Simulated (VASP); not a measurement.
Data:

```
CELL_PARAMETERS angstrom
      3.23735     0.00000     0.00000
     -1.61868     2.80363     0.00000
      0.00000     0.00000     5.22206
ATOMIC_POSITIONS crystal
  Zn 0.66667 0.33333 0.50059
  Zn 0.33333 0.66667 0.00059
  O  0.66667 0.33333 0.87972
  O  0.33333 0.66667 0.37972
```

All values below come from PBE GGA, VASP's PBE PAW potentials (set 64) (plane waves; VASP). Run with 400 eV cut-off, 8×8×5 Γ-centred mesh, Fermi-Dirac smearing of 0.020 eV, potentials Zn O.

**Question.** Give the energies of bands 7 to 20 at the high-symmetry points, in eV from the valence-band maximum.

**Answer.** 
```json
[
 {"band": "7", "Γ": "-5.53", "M": "-5.06", "K": "-4.73", "A": "-5.65", "L": "-5.17", "H": "-4.95"},
 {"band": "8", "Γ": "-5.53", "M": "-4.92", "K": "-4.73", "A": "-5.65", "L": "-5.17", "H": "-4.95"},
 {"band": "9", "Γ": "-4.52", "M": "-4.49", "K": "-4.59", "A": "-4.39", "L": "-4.32", "H": "-4.51"},
 {"band": "10", "Γ": "-4.52", "M": "-4.34", "K": "-4.46", "A": "-4.39", "L": "-4.32", "H": "-4.51"},
 {"band": "11", "Γ": "-4.31", "M": "-4.26", "K": "-4.44", "A": "-4.39", "L": "-4.23", "H": "-3.98"},
 {"band": "12", "Γ": "-4.31", "M": "-4.18", "K": "-4.44", "A": "-4.39", "L": "-4.23", "H": "-3.98"},
 {"band": "13", "Γ": "-4.03", "M": "-3.72", "K": "-3.75", "A": "-2.26", "L": "-3.77", "H": "-3.72"},
 {"band": "14", "Γ": "-0.80", "M": "-3.57", "K": "-3.53", "A": "-2.26", "L": "-3.77", "H": "-3.72"},
 {"band": "15", "Γ": "-0.80", "M": "-2.85", "K": "-3.53", "A": "-0.40", "L": "-1.52", "H": "-2.71"},
 {"band": "16", "Γ": "-0.09", "M": "-2.29", "K": "-1.94", "A": "-0.40", "L": "-1.52", "H": "-2.71"},
 {"band": "17", "Γ": "0.00", "M": "-1.30", "K": "-1.94", "A": "-0.40", "L": "-1.39", "H": "-1.27"},
 {"band": "18", "Γ": "0.00", "M": "-0.85", "K": "-1.75", "A": "-0.40", "L": "-1.39", "H": "-1.27"},
 {"band": "19", "Γ": "0.78", "M": "5.79", "K": "7.66", "A": "3.45", "L": "5.71", "H": "7.99"},
 {"band": "20", "Γ": "5.24", "M": "6.87", "K": "7.73", "A": "3.45", "L": "5.71", "H": "7.99"}
]
```

The gap is direct, 0.78 eV, from the valence maximum at Γ to the conduction minimum at Γ.

The structure comes from a computed database's ZnO entry (P6_3mc); how it stands against other phases isn't given here. The cell was not relaxed at this level.
